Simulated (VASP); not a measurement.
All values below come from PBEsol GGA, VASP's PBE PAW potentials (set 64) (plane waves; VASP).

VASP ran on this input.

INCAR:
```
# general
SYSTEM  = KI
PREC    = Accurate
ENCUT   = 520
LREAL   = .FALSE.
LASPH   = .TRUE.

# electronic loop
EDIFF   = 1E-7
NELM    = 100
ALGO    = Normal
LMAXMIX = 4

# smearing
ISMEAR  = 0
SIGMA   = 0.05

# functional
GGA     = PS

# ions
ISIF    = 2

# output
LWAVE   = .FALSE.
LCHARG  = .FALSE.
```

### KPOINTS
```
Automatic mesh
0
gamma
7 7 7
```

**POSCAR**
```
KI
1
    0.0000000000     3.5069302792     3.5069302792
    3.5069302792     0.0000000000     3.5069302792
    3.5069302792     3.5069302792     0.0000000000
K I
1 1
Direct
  0.0000000000   0.0000000000   0.0000000000
  0.5000000000   0.5000000000   0.5000000000
```

POTCAR, in this order: K_sv I (PBE.64 set). Program: vasp_std.

Unless said otherwise, spin-orbit coupling is left out, though it shifts the bands of the heavy elements here.

**Question.** What does the run give for the energy per atom (σ→0), band gap (on the k-mesh)?

**Answer.** 
```
Item                              Result
------------------------  --------------
energy per atom (σ→0)     -2.908 eV/atom
band gap (on the k-mesh)         3.86 eV
```

OSZICAR:
```
...
DAV:   9    -0.581574780350E+01    0.11635E-03   -0.61190E-04   636   0.172E-01    0.101E-01
DAV:  10    -0.581603265246E+01   -0.28485E-03   -0.46742E-04   576   0.128E-01    0.876E-02
DAV:  11    -0.581603439670E+01   -0.17442E-05   -0.59458E-05   636   0.494E-02    0.134E-02
DAV:  12    -0.581603487579E+01   -0.47909E-06   -0.41808E-06   620   0.208E-02    0.117E-02
DAV:  13    -0.581603567203E+01   -0.79624E-06   -0.91876E-07   588   0.821E-03    0.403E-03
DAV:  14    -0.581603582319E+01   -0.15117E-06   -0.18632E-07   568   0.344E-03    0.793E-04
DAV:  15    -0.581603583410E+01   -0.10910E-07   -0.81616E-09   408   0.784E-04
   1 F= -.58160358E+01 E0= -.58160358E+01  d E =-.129140E-10
```

The compound is KI in the rock salt structure. It was relaxed first.
